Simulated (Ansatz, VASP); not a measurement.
# CaBr: VASP beside Ansatz

Contents of INCAR:

```
PREC     = Accurate       # precision mode
ENCUT    = 520            # plane-wave cutoff, eV
EDIFF    = 1E-7           # SCF threshold, eV
ISMEAR   = -1             # smearing method
SIGMA    = 0.05           # smearing width, eV
LREAL    = False          # projectors in reciprocal space
LASPH    = True           # aspherical terms in the spheres
NELM     = 60             # most SCF steps
ALGO     = Normal         # electronic algorithm
ISIF     = 2              # what is computed and relaxed
LWAVE    = False          # write WAVECAR
LCHARG   = False          # write CHGCAR
GGA      = PE             # functional
NBANDS   = 25             # bands
```

File KPOINTS:

```
regular mesh
0
Gamma
  8 8 3
```

The input POSCAR:

```
CaBr
1.0
    4.1378929875      0.0000000000      0.0000000000
   -2.0689464937      3.5835204453      0.0000000000
    0.0000000000      0.0000000000      9.7994054118
Br Ca
2 2
Direct
    0.6666666667      0.3333333333      0.5344880000
    0.3333333333      0.6666666667      0.0344880000
    0.6666666667      0.3333333333      0.8405120000
    0.3333333333      0.6666666667      0.3405120000
```

input.yaml

```yaml
crystal:
  lattice:
    - [4.1378929875, 0.0, 0.0]
    - [-2.0689464937, 3.5835204453, 0.0]
    - [0.0, 0.0, 9.7994054118]
  atoms:
    - { symbol: Br, position: [0.6666666667, 0.3333333333, 0.534488] }
    - { symbol: Br, position: [0.3333333333, 0.6666666667, 0.034488] }
    - { symbol: Ca, position: [0.6666666667, 0.3333333333, 0.840512] }
    - { symbol: Ca, position: [0.3333333333, 0.6666666667, 0.340512] }
hamiltonian:
  xc: pbe
  pseudopotentials: { kind: paw }
kpoints:
  mp_grid: { grid: [8, 8, 3] }
scf:
  occupations: { method: fermi_dirac, width: 0.05 }
output:
  forces: true
  stress: true
  eigenvalues: true
```

Change from the starting cell: volume scaled by 1.04.

Alike in both runs: task single point; functional PBE; k mesh 8 × 8 × 3; occupations fermi-dirac, width 0.05 eV; no spin polarisation.

|  | VASP | Ansatz |
| --- | --- | --- |
| version | VASP 6.6.1 | Ansatz 0.2.0 |
| potentials or method | VASP PAW PBE potentials, release 64 (Br, Ca_sv) | Ansatz PAW |
| plane-wave cutoff (eV) | 520 | 420 |
| valence electrons in the cell | 34 | 34 |

Ansatz gave:

```
gap on the k mesh at the Fermi level (eV)       : none
pressure (GPa)                                  : -0.3
largest component of the traceless stress (GPa) : 0.32
rms of the force components (eV/Å)              : 0.043
```

Question: Which values does VASP return?

Answer: gap on the k mesh at the Fermi level (eV): none; pressure (GPa): -0.2; largest component of the traceless stress (GPa): 0.34; rms of the force components (eV/Å): 0.046.

Atom by atom the forces differ by 0.002 eV/Å (rms over components). A gap of «none» marks a metal or a gap that the smearing closes. The functional is the same, so the differences come from potentials, cutoffs and numerics.
